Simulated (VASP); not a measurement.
A run of VASP 6.6.1:

The input INCAR:

```
ALGO = Fast
EDIFF = 1E-6
EDIFFG = -0.001
ENCUT = 600
GGA = CA
IBRION = 2
ISIF = 3
ISMEAR = 0
LASPH = T
LCHARG = F
LREAL = F
LWAVE = F
NELM = 60
NSW = 80
PREC = Accurate
PSTRESS = 40.0
SIGMA = 0.01
```

KPOINTS

```
k-points
0
Gamma
  9 9 6
```

File POSCAR:

```
CdS
1.0
    4.0353857952      0.0000000000      0.0000000000
   -2.0176928976      3.4947466127      0.0000000000
    0.0000000000      0.0000000000      6.5800838786
Cd S
2 2
Direct
    0.3333333333      0.6666666667      0.0005698546
    0.6666666667      0.3333333333      0.5005698546
    0.3333333333      0.6666666667      0.3764301454
    0.6666666667      0.3333333333      0.8764301454
```

Potentials or basis: VASP PAW LDA potentials, release 64 (Cd, S).

The run is started by

```console
$ cat potpaw_LDA.64/Cd/POTCAR potpaw_LDA.64/S/POTCAR > POTCAR
$ mpirun -np 1 vasp_std > vasp.out
```

Hardware: 1 thread of Intel(R) Xeon(R) Platinum 8559C (Emerald Rapids) (shared host).

Estimate the wall time of this run.

It took 12 min on 1 thread of Intel(R) Xeon(R) Platinum 8559C (Emerald Rapids), with other jobs on the host, peak memory 0.26 GiB. Counts: scf iterations 117, k points 48, ion steps 30.
